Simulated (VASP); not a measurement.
Method: revPBE GGA, VASP's PBE PAW potentials (set 64) (plane waves; VASP 6.6.1). For the first row: Settings: 520 eV cut-off, 6×6×6 Γ-centred mesh, Gaussian smearing of 0.050 eV, potentials Mg Si.

```tsv
system	energy (eV/atom)
Mg₂Si (antifluorite)	-2.7953
Mg atom	-0.0065
Si atom	-0.9466
```

Atoms are spin-polarised in a large box without symmetry, with the spin fixed by Hund's rule, and may not be in the lowest state of each functional; no zero-point energy is added.

Q: What is the cohesive energy per atom of Mg₂Si?

A: The references average (2×(-0.0065) + 1×(-0.9466))/3 = -0.3199 eV, so the cohesive energy is -0.3199 − (-2.7953) = 2.475 eV/atom.
